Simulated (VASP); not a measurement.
Here is the system:

```xyz
2
Lattice="0.0000 2.2031 2.2031 2.2031 0.0000 2.2031 2.2031 2.2031 0.0000" Properties=species:S:1:pos:R:3 pbc="T T T"
Ti     0.0000     0.0000     0.0000
C      2.2031     2.2031     2.2031
```

The numbers are results of vdW-DF2, VASP's PBE PAW potentials (set 64) (plane waves; VASP), not measurements. Numerical set-up: 520 eV cut-off, 13×13×13 Γ-centred mesh, first-order Methfessel-Paxton smearing of 0.10 eV, potentials Ti_sv C.

Problem. What does the run give for the energy per atom (σ→0), band gap (on the k-mesh) with the smallest direct gap where there is one?

Solution. 
```yaml
band gap (on the k-mesh): none (metal, semimetal or under 0.01 eV)
energy per atom (σ→0): -6.760 eV/atom
```

Only differences to runs with the same potentials and settings are physical.

The compound is TiC in the rock salt structure. It was relaxed first, which changed the volume by +5 %. The start is the result of an earlier pass.
